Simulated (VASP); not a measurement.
Method: PBE GGA with D3 dispersion (Becke-Johnson damping), VASP's PBE PAW potentials (set 64) (plane waves; VASP 6.6.1).

The input files of a VASP run:

**INCAR**
```
IBRION=2
PREC=Accurate
LASPH=.TRUE.   ! aspherical one-centre terms
ALGO=Normal   ! blocked Davidson
SYSTEM=MoS2
LREAL=.FALSE.
IVDW=12   ! D3, Becke-Johnson
ISIF=3   ! ions, shape and volume
SIGMA=0.05   ! width (eV)
NSW=60
ISMEAR=0   ! Gaussian
LWAVE=.FALSE.
ENCUT=400
LCHARG=.FALSE.
EDIFFG=-0.02
GGA=PE   ! PBE
LMAXMIX=4
EDIFF=1E-6
NELM=100   ! most electronic steps
```

**POSCAR**
```
MoS2
1
    3.1467635731     0.0000000000    -0.0000000000
   -1.5733817865     2.7251776789    -0.0000000000
   -0.0000000000    -0.0000000000    12.0721221672
Mo S
2 4
Direct
  0.3333330000   0.6666670000   0.2500000000
  0.6666670000   0.3333330000   0.7500000000
  0.3333330000   0.6666670000   0.6201797189
  0.6666670000   0.3333330000   0.1201797189
  0.3333330000   0.6666670000   0.8798202811
  0.6666670000   0.3333330000   0.3798202811
```

KPOINTS:
```
kpoints
0
gamma
  7 7 2
```

POTCAR, in this order: Mo_sv S (PBE.64 set). Program: vasp_std.

### Question
Predict the energy per atom (σ→0), dispersion energy, volume per atom.

### Answer

| Quantity | Result |
|---|---|
| energy per atom (σ→0) | -7.694 eV/atom |
| dispersion energy | -2.638 eV |
| volume per atom | 17.23 Å³/atom |

### OSZICAR
```
...
DAV:   2    -0.435285194700E+02    0.42691E-02   -0.38854E-02  1124   0.124E+00    0.320E-01
DAV:   3    -0.435272461632E+02    0.12733E-02   -0.92628E-03  1103   0.431E-01    0.155E-01
DAV:   4    -0.435270419280E+02    0.20424E-03   -0.10270E-03  1056   0.199E-01    0.444E-02
DAV:   5    -0.435270214666E+02    0.20461E-04   -0.21666E-04  1219   0.811E-02    0.475E-02
DAV:   6    -0.435270098962E+02    0.11570E-04   -0.31878E-05  1201   0.291E-02    0.135E-02
DAV:   7    -0.435270077414E+02    0.21548E-05   -0.57733E-06  1039   0.155E-02    0.775E-03
DAV:   8    -0.435270075077E+02    0.23373E-06   -0.40032E-07   678   0.454E-03
   3 F= -.46164921E+02 E0= -.46164921E+02  d E =-.209472E-03
```

The structure comes from a measured MoS2 entry (P6_3/mmc) of the Crystallography Open Database, whose conditions weren't checked. This run relaxes it. Symmetry was kept, so distortions that lower it aren't found. The start is the result of an earlier pass.
